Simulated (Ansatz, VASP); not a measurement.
# One calculation of InRu2, two programs

```
CELL_PARAMETERS angstrom
-1.43236 1.43236 5.85166
1.43236 -1.43236 5.85166
1.43236 1.43236 -5.85166
ATOMIC_POSITIONS crystal
In 0.00000 0.00000 0.00000
Ru 0.68101 0.68101 0.00000
Ru 0.31899 0.31899 0.00000
```

Change from the starting cell: the structure that the rattled cell fell into.

Alike in both runs: functional PBE; k mesh 8 × 8 × 8; occupations gaussian, width 0.1 eV; no spin polarisation.

Ansatz relaxed the structure, and its values are those at the end. VASP's run is a single point on that final structure, the one shown.

```csv
,VASP,Ansatz
version,VASP 6.6.1,Ansatz 0.2.0
potentials or method,"VASP PAW PBE potentials, release 64 (In_d, Ru_pv)","scalar-relativistic, plane waves, PAW"
plane-wave cutoff (eV),520,420
valence electrons in the cell,41,45
```

```tsv
	VASP	Ansatz	Ansatz less VASP
gap on the k mesh at the Fermi level (eV)	none	none	-
pressure (GPa)	0.0	0.0	-0.02
```

A gap of «none» marks a metal or a gap that the smearing closes. The two sets of potentials don't hold the same shells in valence.

Caveats: the k mesh is coarse (spacing up to 0.39 Å⁻¹), so the values aren't converged.
